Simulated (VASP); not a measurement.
Level of theory: rev-vdW-DF2, VASP's PBE PAW potentials (set 64) (plane waves; VASP 6.6.1).

VASP ran on this input.

**POSCAR**
```
BN
1.0
  0.0000000000   1.7722567703   1.7722567703
  1.7722567703   0.0000000000   1.7722567703
  1.7722567703   1.7722567703   0.0000000000
B N
1 1
Cart
  0.0000000000   0.0000000000   0.0000000000
  0.8861283852   0.8861283852   0.8861283852
```

**KPOINTS**
```
Automatic mesh
0
Gamma
12 12 12
0 0 0
```

### INCAR
```
SYSTEM = BN
PREC = Accurate; ENCUT = 520; LREAL = .FALSE.
LASPH = .TRUE.
EDIFF = 1E-7; NELM = 100; ALGO = Normal
ISMEAR = 0; SIGMA = 0.05
GGA = MK; LUSE_VDW = .TRUE.; AGGAC = 0.0
PARAM1 = 0.1234568; PARAM2 = 0.7114; ZAB_VDW = -1.8867
ISIF = 2
LWAVE = .FALSE.; LCHARG = .FALSE.
```

POTCAR, in this order: B N (PBE.64 set). Program: vasp_std.

Q: What does the run give for the energy per atom (σ→0), pressure, band gap (on the k-mesh)?

A: 
energy per atom (σ→0): -7.954 eV/atom
band gap (on the k-mesh): 4.58 eV
pressure: 26.23 GPa

OSZICAR:
```
...
DAV:   6    -0.160277949791E+02    0.10091E+01   -0.36788E+00  1464   0.144E+01    0.351E+00
DAV:   7    -0.159285328361E+02    0.99262E-01   -0.13572E-01  1512   0.342E+00    0.200E+00
DAV:   8    -0.159075725439E+02    0.20960E-01   -0.52144E-02  1384   0.199E+00    0.226E-01
DAV:   9    -0.159076777840E+02   -0.10524E-03   -0.41404E-04  1184   0.257E-01    0.866E-02
DAV:  10    -0.159077138631E+02   -0.36079E-04   -0.85894E-05  1616   0.106E-01    0.143E-02
DAV:  11    -0.159077157830E+02   -0.19199E-05   -0.26781E-06  1192   0.169E-02    0.534E-03
DAV:  12    -0.159077158293E+02   -0.46365E-07   -0.53915E-07  1256   0.637E-03
   1 F= -.15907716E+02 E0= -.15907716E+02  d E =-.382571E-21
```

The compound is BN in the zinc blende structure. This cell is one point of a volume scan, at 0.94 of the reference volume.
